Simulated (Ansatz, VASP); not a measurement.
# TaO in VASP and in Ansatz

```
Ta O
1.0
     3.04728    0.00000    0.00000
    -1.52364    2.63902    0.00000
     0.00000    0.00000    3.85494
Ta O
1 1
Cartesian
  0.0000 0.0000 1.9275
  0.0000 0.0000 0.0000
```

Alike in both runs: functional PBE; k mesh 9 × 9 × 4; occupations gaussian, width 0.1 eV; no spin polarisation.

Ansatz relaxed the structure, and its values are those at the end. VASP's run is a single point on that final structure, the one shown.

```csv
,VASP,Ansatz
version,VASP 6.6.1,Ansatz 0.2.0
potentials or method,"VASP PAW PBE potentials, release 64 (Ta_pv, O)","scalar-relativistic, plane waves, PAW"
plane-wave cutoff (eV),520,420
valence electrons in the cell,17,19
```

```tsv
	VASP	Ansatz	Ansatz less VASP
gap on the k mesh at the Fermi level (eV)	none	none	-
pressure (GPa)	0.4	0.0	-0.37
```

A gap of «none» marks a metal or a gap that the smearing closes. The two sets of potentials don't hold the same shells in valence.

Caveats: the k mesh is coarse (spacing up to 0.41 Å⁻¹), so the values aren't converged; an odd number of electrons without spin polarisation forces a metal; a magnetic or distorted state may lie lower. The runs have no spin-orbit coupling, so splittings on Ta are missing.
